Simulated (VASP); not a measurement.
Output of a VASP run:

**OSZICAR**
```
       N       E                     dE             d eps       ncg     rms          rms(c)
DAV:   1     0.112521189784E+02    0.11252E+02   -0.42033E+03   592   0.849E+02
DAV:   2    -0.173531561101E+02   -0.28605E+02   -0.27924E+02   792   0.146E+02
DAV:   3    -0.178410766908E+02   -0.48792E+00   -0.48792E+00   584   0.250E+01
DAV:   4    -0.178431943345E+02   -0.21176E-02   -0.21176E-02   896   0.161E+00
DAV:   5    -0.178431971195E+02   -0.27850E-05   -0.27850E-05   608   0.407E-02    0.829E+00
DAV:   6    -0.156575210387E+02    0.21857E+01   -0.12335E+01   592   0.224E+01    0.293E+00
DAV:   7    -0.156285569324E+02    0.28964E-01   -0.96348E-02   584   0.318E+00    0.197E+00
DAV:   8    -0.156108971092E+02    0.17660E-01   -0.19016E-02   632   0.180E+00    0.392E-01
DAV:   9    -0.156106576319E+02    0.23948E-03   -0.67991E-04   768   0.217E-01    0.203E-01
DAV:  10    -0.156107059476E+02   -0.48316E-04   -0.95974E-05   624   0.878E-02    0.423E-02
DAV:  11    -0.156107049397E+02    0.10079E-05   -0.93296E-07   624   0.104E-02    0.957E-03
DAV:  12    -0.156107050840E+02   -0.14424E-06   -0.99139E-08   320   0.359E-03
   1 F= -.15610705E+02 E0= -.15610705E+02  d E =-.156107E+02
       N       E                     dE             d eps       ncg     rms          rms(c)
DAV:   1    -0.156144645150E+02   -0.37596E-02   -0.92414E-02   560   0.280E+00    0.414E-01
DAV:   2    -0.156108554588E+02    0.36091E-02   -0.21562E-02   576   0.993E-01    0.932E-02
DAV:   3    -0.156108182594E+02    0.37199E-04   -0.26493E-04   648   0.178E-01    0.330E-02
DAV:   4    -0.156107941301E+02    0.24129E-04   -0.12368E-05   704   0.301E-02    0.148E-02
DAV:   5    -0.156107902102E+02    0.39199E-05   -0.32417E-06   576   0.156E-02    0.763E-03
DAV:   6    -0.156107901024E+02    0.10779E-06   -0.27817E-08   304   0.185E-03
   2 F= -.15610790E+02 E0= -.15610790E+02  d E =-.850184E-04
       N       E                     dE             d eps       ncg     rms          rms(c)
DAV:   1    -0.156121132614E+02   -0.13231E-02   -0.21349E-02   560   0.136E+00    0.199E-01
DAV:   2    -0.156112851975E+02    0.82806E-03   -0.49249E-03   576   0.475E-01    0.454E-02
DAV:   3    -0.156112760228E+02    0.91747E-05   -0.63148E-05   640   0.869E-02    0.161E-02
DAV:   4    -0.156112707995E+02    0.52233E-05   -0.28100E-06   664   0.144E-02    0.737E-03
DAV:   5    -0.156112702661E+02    0.53344E-06   -0.73097E-07   280   0.760E-03
   3 F= -.15611270E+02 E0= -.15611270E+02  d E =-.565182E-03
```

File OUTCAR:
```
------------------------ aborting loop because EDIFF is reached ----------------------------------------
  FORCE on cell =-STRESS in cart. coord.  units (eV):
  Direction    XX          YY          ZZ          XY          YZ          ZX
  --------------------------------------------------------------------------------------
  Total        0.0004922      0.0004922      0.0004922     -0.0000000      0.0000000     -0.0000000
  in kB        0.0376072      0.0376072      0.0376072     -0.0000000      0.0000000     -0.0000000
  external PRESSURE =       0.0376072 kB  Pullay stress =       0.0000000 kB
  volume of cell :       20.97
      direct lattice vectors                 reciprocal lattice vectors
    -0.000000000  2.188752487  2.188752487    -0.228440631  0.228440631  0.228440631
     2.188752487 -0.000000000  2.188752487     0.228440631 -0.228440631  0.228440631
     2.188752487  2.188752487  0.000000000     0.228440631  0.228440631 -0.228440631
  FREE ENERGIE OF THE ION-ELECTRON SYSTEM (eV)
  ---------------------------------------------------
  free  energy   TOTEN  =       -15.6112702661 eV

  energy  without entropy=      -15.6112702661  energy(sigma->0) =      -15.61127027

 reached required accuracy - stopping structural energy minimisation
```
(Selected blocks of OUTCAR.)

**POSCAR**
```
AlN
1
    0.0000000000     2.1839950000     2.1839950000
    2.1839950000     0.0000000000     2.1839950000
    2.1839950000     2.1839950000     0.0000000000
Al N
1 1
Direct
  0.0000000000   0.0000000000   0.0000000000
  0.7500000000   0.7500000000   0.7500000000
```

Problem. Write an INCAR and KPOINTS that could have produced this output.

Solution. Several could match; the one computed here: the input of the run itself, PBEsol GGA, plane waves, VASP's PBE PAW potentials (set 64).

### INCAR
```
ISMEAR  =  0   # Gaussian
ALGO  =  Normal   # blocked Davidson
EDIFFG  =  -0.01   # ionic stop
GGA  =  PS   # PBEsol
PREC  =  Accurate
EDIFF  =  1E-6
LWAVE  =  .False.
SIGMA  =  0.05   # width (eV)
NSW  =  60   # most ionic steps
LREAL  =  .False.   # projection in real space or not
ENCUT  =  520   # plane-wave cut-off (eV)
LCHARG  =  .False.
SYSTEM  =  AlN
NELM  =  100   # most electronic steps
ISIF  =  3   # ions, shape and volume
LASPH  =  .True.
IBRION  =  2
```

**KPOINTS**
```
Automatic mesh
0
Gamma
9 9 9
0 0 0
```

POTCAR, in this order: Al N (PBE.64 set). Program: vasp_std.

The structure comes from a computed database's AlN entry (F-43m); how it stands against other phases isn't given here. This run relaxes it. Symmetry was kept, so distortions that lower it aren't found.
